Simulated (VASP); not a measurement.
OSZICAR of a VASP run on Ni (fcc):

File OSZICAR:
```
       N       E                     dE             d eps       ncg     rms          rms(c)
DAV:   1     0.146150404370E+02    0.14615E+02   -0.47339E+03  5356   0.140E+03
DAV:   2    -0.138152909840E+02   -0.28430E+02   -0.27344E+02  5253   0.167E+02
DAV:   3    -0.142757053297E+02   -0.46041E+00   -0.45768E+00  6123   0.285E+01
DAV:   4    -0.142804017504E+02   -0.46964E-02   -0.46957E-02  6091   0.242E+00
DAV:   5    -0.142805318620E+02   -0.13011E-03   -0.13011E-03  6148   0.341E-01    0.109E+01
DAV:   6    -0.125186636102E+02    0.17619E+01   -0.28732E+01  5520   0.904E+01    0.878E+00
DAV:   7    -0.119539682498E+02    0.56470E+00   -0.77350E+00  5558   0.388E+01    0.242E+00
DAV:   8    -0.119510640874E+02    0.29042E-02   -0.40635E-02  5335   0.254E+00    0.171E+00
DAV:   9    -0.119424042144E+02    0.86599E-02   -0.63630E-02  5689   0.379E+00    0.534E-01
DAV:  10    -0.119434770043E+02   -0.10728E-02   -0.28036E-02  6204   0.231E+00    0.216E-01
DAV:  11    -0.119434511755E+02    0.25829E-04   -0.11237E-02  5471   0.164E+00    0.176E-01
DAV:  12    -0.119433600635E+02    0.91112E-04   -0.26564E-03  5696   0.800E-01    0.300E-02
DAV:  13    -0.119433676767E+02   -0.76132E-05   -0.31797E-05  5719   0.870E-02    0.123E-02
DAV:  14    -0.119433703282E+02   -0.26515E-05   -0.32421E-06  4936   0.217E-02    0.459E-03
DAV:  15    -0.119433708789E+02   -0.55073E-06   -0.18065E-06  2763   0.198E-02
   1 F= -.11943371E+02 E0= -.11943564E+02  d E =-.119434E+02  mag=     0.7523
```

Problem. Which electronic solver shows in the log?

Solution. It is blocked Davidson (ALGO = Normal, or the opening steps of other solvers). The INCAR had ALGO = Normal.

Problem. How was spin treated?

Solution. Collinear spin (ISPIN = 2): the summary line carries one mag value, 0.75 μB in the cell.

Problem. Can the final energy be trusted as converged?

Solution. The run converged. It stopped with EDIFF = 1E-6, NELM = 100, NSW = 60 and EDIFFG = -0.01 after 1 ionic step (r2SCAN meta-GGA, plane waves, VASP's PBE PAW potentials (set 64)).

The compound is Ni in the fcc structure. It was relaxed first. The start is the result of an earlier pass.
